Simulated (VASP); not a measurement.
Consider the following.

```xyz
1
Lattice="0.0000 2.0450 2.0450 2.0450 0.0000 2.0450 2.0450 2.0450 0.0000" Properties=species:S:1:pos:R:3 pbc="T T T"
Ag     0.0000     0.0000     0.0000
```

Method: PBE GGA, VASP's PBE PAW potentials (set 64) (plane waves; VASP 6.6.1). Run with 400 eV cut-off, 14×14×14 Γ-centred mesh, first-order Methfessel-Paxton smearing of 0.10 eV, potentials Ag.

### Question
Estimate the energy per atom (σ→0), pressure, band gap (on the k-mesh) with the smallest direct gap where there is one.

### Answer

```
Quantity                                                    Result
------------------------  ----------------------------------------
band gap (on the k-mesh)  none (metal, semimetal or under 0.01 eV)
energy per atom (σ→0)                               -2.708 eV/atom
pressure                                                  3.74 GPa
```

The compound is Ag in the fcc structure. The cell was not relaxed at this level.
